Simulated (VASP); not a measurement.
Calculation: LDA (Ceperley-Alder, Perdew-Zunger), VASP's LDA PAW potentials (set 64) (plane waves; VASP).

VASP ran on this input.

**INCAR**
```
ALGO = Normal
EDIFF = 1E-8
EDIFFG = -0.001
ENCUT = 400
IBRION = 1
ISIF = 2
ISMEAR = 0
LASPH = T
LCHARG = F
LMAXMIX = 4
LREAL = F
LWAVE = F
NELM = 100
NSW = 30
PREC = Accurate
SIGMA = 0.05
SYSTEM = Ge
```

**POSCAR**
```
Ge
1
    0.0000000000     2.8079063511     2.8079063511
    2.8079063511     0.0000000000     2.8079063511
    2.8079063511     2.8079063511     0.0000000000
Ge
2
Direct
  0.5000000000   0.5000000000   0.5000000000
  0.7500000000   0.7500000000   0.7500000000
```

### KPOINTS
```
Automatic mesh
0
Gamma
7 7 7
0 0 0
```

POTCAR, in this order: Ge_d (LDA.64 set). Program: vasp_std.

Question: Estimate the energy per atom (σ→0), band gap (on the k-mesh).

Answer: 
| Item | Result |
|---|---|
| energy per atom (σ→0) | -5.184 eV/atom |
| band gap (on the k-mesh) | 0.06 eV |

**OSZICAR**
```
...
DAV:   7    -0.103682903967E+02    0.63068E-01   -0.10111E-01   758   0.234E+00    0.142E-01
DAV:   8    -0.103689378711E+02   -0.64747E-03   -0.51628E-03   800   0.884E-01    0.493E-02
DAV:   9    -0.103689692447E+02   -0.31374E-04   -0.10605E-04   824   0.113E-01    0.159E-02
DAV:  10    -0.103689655010E+02    0.37437E-05   -0.11891E-05   916   0.555E-02    0.496E-03
DAV:  11    -0.103689653591E+02    0.14196E-06   -0.12239E-06   766   0.855E-03    0.193E-03
DAV:  12    -0.103689653535E+02    0.56152E-08   -0.10614E-07   942   0.384E-03    0.377E-04
DAV:  13    -0.103689653530E+02    0.41109E-09   -0.56943E-09   436   0.590E-04
   1 F= -.10368965E+02 E0= -.10368871E+02  d E =-.103690E+02
```

The structure comes from a computed database's Ge entry (Fd-3m); how it stands against other phases isn't given here. It was relaxed first. The start is the result of an earlier pass.
